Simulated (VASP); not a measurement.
Level of theory: PBEsol GGA, VASP's PBE PAW potentials (set 64) (plane waves; VASP 6.6.1).

VASP ran on this input.

**POSCAR**
```
BaZrO3
1
    4.1900000000     0.0000000000     0.0000000000
    0.0000000000     4.1900000000     0.0000000000
    0.0000000000     0.0000000000     4.1900000000
Ba Zr O
1 1 3
Direct
  0.0000000000   0.0000000000   0.0000000000
  0.5000000000   0.5000000000   0.5000000000
  0.5000000000   0.0000000000   0.5000000000
  0.0000000000   0.5000000000   0.5000000000
  0.5000000000   0.5000000000   0.0000000000
```

File KPOINTS:
```
k-points along high-symmetry lines
15
Line-mode
Reciprocal
  0.000000   0.000000   0.000000 ! GAMMA
  0.000000   0.500000   0.000000 ! X

  0.000000   0.500000   0.000000 ! X
  0.500000   0.500000   0.000000 ! M

  0.500000   0.500000   0.000000 ! M
  0.000000   0.000000   0.000000 ! GAMMA

  0.000000   0.000000   0.000000 ! GAMMA
  0.500000   0.500000   0.500000 ! R

  0.500000   0.500000   0.500000 ! R
  0.000000   0.500000   0.000000 ! X

  0.500000   0.500000   0.500000 ! R
  0.500000   0.500000   0.000000 ! M
```

**INCAR**
```
ALGO = Normal
EDIFF = 1E-7
ENCUT = 520
GGA = PS
ICHARG = 11
ISMEAR = 0
LASPH = .TRUE.
LCHARG = .FALSE.
LMAXMIX = 4
LORBIT = 11
LREAL = .FALSE.
LWAVE = .FALSE.
NELM = 100
PREC = Accurate
SIGMA = 0.05
SYSTEM = BaZrO3
```

POTCAR, in this order: Ba_sv Zr_sv O (PBE.64 set). Program: vasp_std. Read from the step before: CHGCAR.

Output of the run:

OUTCAR:
```
 ion  position               nearest neighbor table
   1  0.000  0.000  0.000-   3 2.96   4 2.96   5 2.96   3 2.96   4 2.96   4 2.96   5 2.96   4 2.96
                             3 2.96   5 2.96   3 2.96   5 2.96   2 3.63   2 3.63   2 3.63   2 3.63
   2  0.500  0.500  0.500-   3 2.10   4 2.10   5 2.10   5 2.10   3 2.10   4 2.10   1 3.63   1 3.63
                             1 3.63   1 3.63   1 3.63   1 3.63   1 3.63   1 3.63
   3  0.500  0.000  0.500-   2 2.10   2 2.10   1 2.96   1 2.96   1 2.96   1 2.96
   4  0.000  0.500  0.500-   2 2.10   2 2.10   1 2.96   1 2.96   1 2.96   1 2.96
   5  0.500  0.500  0.000-   2 2.10   2 2.10   1 2.96   1 2.96   1 2.96   1 2.96
  LATTYP: Found a simple cubic cell.
 ALAT       =     4.1900000000
 Subroutine PRICEL returns:
 Original cell was already a primitive cell.
 Subroutine GETGRP returns: Found 48 space group operations
The static configuration has the point symmetry O_h .
The dynamic configuration has the point symmetry O_h .
 Subroutine INISYM returns: Found 48 space group operations
   k-points           NKPTS =     90   k-points in BZ     NKDIM =     90   number of bands    NBANDS=     24
   number of dos      NEDOS =    301   number of ions     NIONS =      5
   total plane-waves  NPLWV =  32768
   dimension x,y,z NGX =    32 NGY =   32 NGZ =   32
   dimension x,y,z NGXF=    64 NGYF=   64 NGZF=   64
   ions per type =               1   1   3
   PREC   = accura    normal or accurate (medium, high low for compatibility)
   ISTART =      0    job   : 0-new  1-cont  2-samecut
   ICHARG =     11    charge: 1-file 2-atom 10-const
   ISPIN  =      1    spin polarized calculation?
   LNONCOLLINEAR =      F non collinear calculations
   LSORBIT =      F    spin-orbit coupling
   INIWAV =      1    electr: 0-lowe 1-rand  2-diag
   ENCUT  =  520.0 eV  38.22 Ry    6.18 a.u.   7.79  7.79  7.79*2*pi/ulx,y,z
   NELM   =    100;   NELMIN=  2; NELMDL= -5     # of ELM steps
   EDIFF  = 0.1E-06   stopping-criterion for ELM
   LREAL  =      F    real-space projection
   NLSPLINE    = F    spline interpolate recip. space projectors
   LMAXMIX     =    4 max onsite mixed and CHGCAR
   VOSKOWN=      0    Vosko Wilk Nusair interpolation
   EDIFFG = 0.1E-05   stopping-criterion for IOM
   NSW    =      0    number of steps for IOM
   NBLOCK =      1;   KBLOCK =      1    inner block; outer block
   IBRION =     -1    ionic relax: 0-MD 1-quasi-New 2-CG
...
```

OSZICAR:
```
       N       E                     dE             d eps       ncg     rms          rms(c)
DAV:   1     0.318508360067E+03    0.31851E+03   -0.22376E+04  4320   0.164E+03
DAV:   2    -0.194278434338E+02   -0.33794E+03   -0.33299E+03  5608   0.387E+02
DAV:   3    -0.419085644647E+02   -0.22481E+02   -0.22384E+02  7432   0.901E+01
DAV:   4    -0.423790117269E+02   -0.47045E+00   -0.47026E+00  5672   0.117E+01
DAV:   5    -0.423920994600E+02   -0.13088E-01   -0.13087E-01  6584   0.141E+00
DAV:   6    -0.423922608751E+02   -0.16142E-03   -0.16141E-03  5664   0.164E-01
DAV:   7    -0.423922638602E+02   -0.29851E-05   -0.29853E-05  6592   0.185E-02
DAV:   8    -0.423922639065E+02   -0.46245E-07   -0.46283E-07  5600   0.242E-03
   1 F= -.42392264E+02 E0= -.42392264E+02  d E =-.343362E-28
```

**OUTCAR**
```
 val. band max:        3.6410866439   @ k =   0.5000   0.5000   0.5000

 cond. band min:       6.7497587005   @ k =   0.0000   0.0000   0.0000



 k-point     1 :       0.0000    0.0000    0.0000
  band No.  band energies     occupation
      1     -43.2283      2.00000
      2     -21.5964      2.00000
      3     -21.4395      2.00000
      4     -21.4395      2.00000
      5     -21.4395      2.00000
      6     -12.6500      2.00000
      7     -12.3596      2.00000
      8     -12.3596      2.00000
      9      -6.7306      2.00000
     10      -6.7306      2.00000
     11      -6.7306      2.00000
     12       2.1805      2.00000
     13       2.1805      2.00000
     14       2.1805      2.00000
     15       2.6387      2.00000
     16       2.6387      2.00000
     17       2.6387      2.00000
     18       3.4212      2.00000
     19       3.4212      2.00000
     20       3.4212      2.00000
     21       6.7498      0.00000
     22       6.7498      0.00000
     23       6.7498      0.00000
     24       8.1849      0.00000

 k-point     2 :       0.0000    0.0357    0.0000
  band No.  band energies     occupation
      1     -43.2282      2.00000
      2     -21.6004      2.00000
      3     -21.4394      2.00000
      4     -21.4394      2.00000
      5     -21.4380      2.00000
      6     -12.6479      2.00000
      7     -12.3595      2.00000
      8     -12.3529      2.00000
      9      -6.7298      2.00000
     10      -6.7298      2.00000
     11      -6.7280      2.00000
     12       2.1605      2.00000
     13       2.1760      2.00000
     14       2.1760      2.00000
     15       2.6248      2.00000
     16       2.6248      2.00000
     17       2.6278      2.00000
     18       3.3805      2.00000
     19       3.4158      2.00000
     20       3.4158      2.00000
     21       6.7545      0.00000
     22       6.7820      0.00000
     23       6.7820      0.00000
     24       8.2072      0.00000

...
```

The density is held fixed in this step, so its total energy and stress have no physical meaning. Unless said otherwise, spin-orbit coupling is left out, though it shifts the bands of the heavy elements here.

The compound is BaZrO3 in the cubic perovskite structure. The cell was not relaxed at this level.
